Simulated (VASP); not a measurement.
The input files of a VASP run:

KPOINTS:
```
Automatic
0
G
  15 15 15
0 0 0
```

**INCAR**
```
# general
SYSTEM =TiC
PREC   =Accurate
ENCUT  =520
LREAL  =.False.
LASPH  =.True.

# electronic loop
EDIFF  =1E-7
NELM   =100
ALGO   =Normal
LMAXMIX=4

# smearing
ISMEAR =1
SIGMA  =0.1

# ions
ISIF   =2

# output
LWAVE  =.False.
LCHARG =.False.
```

### POSCAR
```
TiC
1
    0.0000000000     2.1531863588     2.1531863588
    2.1531863588     0.0000000000     2.1531863588
    2.1531863588     2.1531863588     0.0000000000
Ti C
1 1
Direct
  0.0000000000   0.0000000000   0.0000000000
  0.5000000000   0.5000000000   0.5000000000
```

POTCAR, in this order: Ti_sv C (LDA.64 set). Program: vasp_std.

Write an equivalent input for Ansatz.

One equivalent input (not run):
Ansatz 0.2 input:
```yaml
crystal:
  lattice:
    - [0.0000000, 2.1531864, 2.1531864]
    - [2.1531864, 0.0000000, 2.1531864]
    - [2.1531864, 2.1531864, 0.0000000]
  atoms:
    - { symbol: Ti, position: [0.0000000, 0.0000000, 0.0000000] }
    - { symbol: C, position: [0.5000000, 0.5000000, 0.5000000] }
kpoints:
  mp_grid: { grid: [15, 15, 15] }
hamiltonian:
  xc: lda
  pseudopotentials: { kind: paw }
scf:
  occupations: { method: methfessel_paxton, width: 0.1 }
  max_iter: 100
output: { forces: true, stress: true, eigenvalues: true }
```
What does not carry over: each code has its own PAW files, so the cut-off isn't converted (ENCUT is set for VASP's; basis.ecutwfc is left out, and Ansatz then takes the one that its files recommend); Ansatz stops its SCF on the density residual and VASP on the energy change (EDIFF); Ansatz's lda is the Perdew-Wang form, while the LDA potentials of VASP carry Perdew-Zunger's.

The compound is TiC in the rock salt structure. This cell is one point of a volume scan, at 1.03 of the reference volume.
